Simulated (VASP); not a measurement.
Level of theory: PBE GGA, VASP's PBE PAW potentials (set 64) (plane waves; VASP 6.6.1).

A VASP calculation is set up with these files.

### KPOINTS
```
Automatic mesh
0
G
  13 13 13
```

File POSCAR:
```
MoSi2
1.0
 -1.6081683245   1.6081683245   3.9339107383
  1.6081683245  -1.6081683245   3.9339107383
  1.6081683245   1.6081683245  -3.9339107383
Si Mo
2 1
Cart
  0.0000000000  -0.0000000000   5.2313301835
 -0.0000000000   0.0000000000   2.6364912931
  0.0000000000   0.0000000000   0.0000000000
```

### INCAR
```
ALGO  =  Normal
EDIFF  =  1E-6
EDIFFG  =  -0.02
ENCUT  =  500
GGA  =  PE
IBRION  =  2
ISIF  =  3
ISMEAR  =  1
LASPH  =  .True.
LCHARG  =  .False.
LMAXMIX  =  4
LREAL  =  .False.
LWAVE  =  .False.
NELM  =  100
NSW  =  40
PREC  =  Accurate
SIGMA  =  0.1
SYSTEM  =  MoSi2
```

POTCAR, in this order: Si Mo_sv (PBE.64 set). Program: vasp_std.

What VASP printed:

OSZICAR:
```
       N       E                     dE             d eps       ncg     rms          rms(c)
DAV:   1     0.122520331578E+03    0.12252E+03   -0.11278E+04  5880   0.135E+03
DAV:   2    -0.211834280897E+02   -0.14370E+03   -0.14195E+03  7287   0.333E+02
DAV:   3    -0.241621310110E+02   -0.29787E+01   -0.29305E+01  7987   0.439E+01
DAV:   4    -0.241756939412E+02   -0.13563E-01   -0.13561E-01  6636   0.356E+00
DAV:   5    -0.241758244715E+02   -0.13053E-03   -0.13052E-03  8085   0.313E-01    0.210E+01
DAV:   6    -0.234255005019E+02    0.75032E+00   -0.76505E+00  6895   0.188E+01    0.457E+00
DAV:   7    -0.232966658646E+02    0.12883E+00   -0.11718E+00  6616   0.689E+00    0.438E+00
DAV:   8    -0.232619059086E+02    0.34760E-01   -0.12319E-01  6965   0.293E+00    0.452E-01
DAV:   9    -0.232612418981E+02    0.66401E-03   -0.23469E-03  7203   0.436E-01    0.252E-01
DAV:  10    -0.232612077403E+02    0.34158E-04   -0.76049E-04  7070   0.257E-01    0.578E-02
DAV:  11    -0.232611935321E+02    0.14208E-04   -0.29881E-04  6993   0.137E-01    0.427E-02
DAV:  12    -0.232611873842E+02    0.61479E-05   -0.31689E-05  6714   0.415E-02    0.101E-02
DAV:  13    -0.232611869333E+02    0.45092E-06   -0.12943E-06  4243   0.732E-03
   1 F= -.23261187E+02 E0= -.23261142E+02  d E =-.232612E+02
       N       E                     dE             d eps       ncg     rms          rms(c)
DAV:   1    -0.232671007108E+02   -0.59133E-02   -0.13644E-01  6657   0.410E+00    0.899E-01
DAV:   2    -0.232621187386E+02    0.49820E-02   -0.56026E-02  6545   0.179E+00    0.237E-01
DAV:   3    -0.232611158261E+02    0.10029E-02   -0.53563E-03  6422   0.435E-01    0.711E-02
DAV:   4    -0.232610250570E+02    0.90769E-04   -0.37742E-04  6741   0.186E-01    0.432E-02
DAV:   5    -0.232610242291E+02    0.82783E-06   -0.22570E-05  7728   0.442E-02    0.288E-02
DAV:   6    -0.232610208966E+02    0.33325E-05   -0.83805E-06  6881   0.162E-02    0.177E-03
DAV:   7    -0.232610207489E+02    0.14769E-06   -0.15363E-07  3094   0.302E-03
   2 F= -.23261021E+02 E0= -.23260976E+02  d E =0.166184E-03
       N       E                     dE             d eps       ncg     rms          rms(c)
DAV:   1    -0.232636716250E+02   -0.26507E-02   -0.54079E-02  6671   0.258E+00    0.575E-01
DAV:   2    -0.232616807806E+02    0.19908E-02   -0.21658E-02  6573   0.112E+00    0.151E-01
DAV:   3    -0.232613032247E+02    0.37756E-03   -0.20353E-03  6436   0.269E-01    0.453E-02
DAV:   4    -0.232612723059E+02    0.30919E-04   -0.14761E-04  6734   0.118E-01    0.290E-02
DAV:   5    -0.232612766809E+02   -0.43751E-05   -0.82918E-06  7686   0.273E-02    0.184E-02
DAV:   6    -0.232612786328E+02   -0.19518E-05   -0.31328E-06  5519   0.993E-03    0.107E-03
DAV:   7    -0.232612787461E+02   -0.11333E-06   -0.91701E-08  2975   0.237E-03
   3 F= -.23261279E+02 E0= -.23261234E+02  d E =-.918128E-04
```

**OUTCAR**
```
------------------------ aborting loop because EDIFF is reached ----------------------------------------
  FORCE on cell =-STRESS in cart. coord.  units (eV):
  Direction    XX          YY          ZZ          XY          YZ          ZX
  --------------------------------------------------------------------------------------
  Total       -0.0021317     -0.0021317      0.0074767      0.0000000     -0.0000000      0.0000000
  in kB       -0.0837774     -0.0837774      0.2938367      0.0000000     -0.0000000      0.0000000
  external PRESSURE =       0.0420940 kB  Pullay stress =       0.0000000 kB
  volume of cell :       40.77
      direct lattice vectors                 reciprocal lattice vectors
    -1.608959520  1.608959520  3.937015376     0.000000000  0.310759838  0.126999758
     1.608959520 -1.608959520  3.937015376     0.310759838  0.000000000  0.126999758
     1.608959520  1.608959520 -3.937015376     0.310759838  0.310759838  0.000000000
 POSITION                                       TOTAL-FORCE (eV/Angst)
 -----------------------------------------------------------------------------------
      0.00000      0.00000      5.23562        -0.000000     -0.000000      0.001449
      0.00000      0.00000      2.63841        -0.000000     -0.000000     -0.001449
     -0.00000      0.00000      0.00000         0.000000      0.000000      0.000000
 -----------------------------------------------------------------------------------
    total drift:                               -0.000000     -0.000000      0.000000
  FREE ENERGIE OF THE ION-ELECTRON SYSTEM (eV)
  ---------------------------------------------------
  free  energy   TOTEN  =       -23.2612787461 eV

  energy  without entropy=      -23.2611438824  energy(sigma->0) =      -23.26123379

 reached required accuracy - stopping structural energy minimisation
```
(Selected blocks of OUTCAR.)

**CONTCAR**
```
MoSi2
   1.00000000000000
    -1.6089595203605964    1.6089595203605964    3.9370153756581794
     1.6089595203605964   -1.6089595203605964    3.9370153756581794
     1.6089595203605964    1.6089595203605964   -3.9370153756581794
  Si              Mo
     2     1
Direct
     0.6649224431797689    0.6649224431797689    0.0000000000000000
     0.3350775568202312    0.3350775568202312    0.0000000000000000
     0.0000000000000000    0.0000000000000000    0.0000000000000000
```

The compound is MoSi2 in the MoSi2 type structure. This run relaxes it. Symmetry was kept, so distortions that lower it aren't found.
